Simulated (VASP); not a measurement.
A run of VASP 6.6.1 is set up as follows.

Contents of INCAR:

```
  PREC = Accurate
  ENCUT = 400
  EDIFF = 1E-6
  ISMEAR = 0
  SIGMA = 0.01
  LREAL = F
  LASPH = T
  NELM = 60
  ALGO = Fast
  ISIF = 2
  LWAVE = F
  LCHARG = F
  GGA = PE
  IVDW = 12
  IBRION = 2
  NSW = 120
  EDIFFG = -0.03
  ISYM = 0
```

Contents of KPOINTS:

```
Automatic mesh
0
Gamma
  1 1 1
```

File POSCAR:

```
H2CO2
1.0
   13.3432429698      0.0000000000      0.0000000000
    0.0000000000     13.8432429698      0.0000000000
    0.0000000000      0.0000000000     14.3432429698
O C H
2 1 2
Selective dynamics
Direct
    0.4420683951      0.5019878910      0.4046502002  F F F
    0.4664925112      0.5210948315      0.5567400293  T T T
    0.4960914163      0.4996753022      0.4703359034  T T T
    0.5764706235      0.4793389270      0.4653949277  T T T
    0.5188770538      0.5159624004      0.6028789394  T T T
```

Potentials or basis: VASP PAW PBE potentials, release 64 (O, C, H).

Command:

```console
$ cat potpaw_PBE.64/O/POTCAR potpaw_PBE.64/C/POTCAR potpaw_PBE.64/H/POTCAR > POTCAR
$ mpirun -np 1 vasp_gam > vasp.out
```

Problem. Estimate the energy gained by relaxing.

Solution. 10.0 meV/atom.

Problem. What does it give for the dispersion energy per atom?

Solution. -0.010 eV.

Problem. Predict the gap between the frontier levels.

Solution. 5.23 eV.

The path:
| step | energy change (eV) | largest force (eV/Å) | pressure (GPa) |
| --- | --- | --- | --- |
| 1 | 0.0000 | 1.9510 | 0.00 |
| 2 | 0.2635 | 6.8718 | -0.18 |
| 3 | -0.0352 | 0.6622 | -0.06 |
| 4 | -0.0375 | 0.8901 | -0.10 |
| 5 | -0.0449 | 0.5032 | -0.08 |
| 6 | -0.0453 | 0.4653 | -0.10 |
| 7 | -0.0468 | 0.1810 | -0.09 |
| 8 | -0.0481 | 0.1402 | -0.09 |
| 9 | -0.0487 | 0.2687 | -0.09 |
| 10 | -0.0491 | 0.2167 | -0.09 |
| 11 | -0.0497 | 0.0908 | -0.09 |
| 12 | -0.0497 | 0.0947 | -0.10 |
| 13 | -0.0497 | 0.0836 | -0.09 |
| 14 | -0.0498 | 0.0503 | -0.09 |
| 15 | -0.0498 | 0.1177 | -0.09 |
| 16 | -0.0498 | 0.0524 | -0.09 |
| 17 | -0.0499 | 0.0310 | -0.09 |
| 18 | -0.0499 | 0.0306 | -0.09 |
| 19 | -0.0500 | 0.0221 | -0.09 |

Caveat: the cutoff is under 1.25 times the usual one of these potentials, so pressure, stress and relaxed cells hold a basis-set (Pulay) error; the standard files for N, O and F lose accuracy on very short bonds. A hybrid or GW would open this gap; PBE tends to underestimate it.
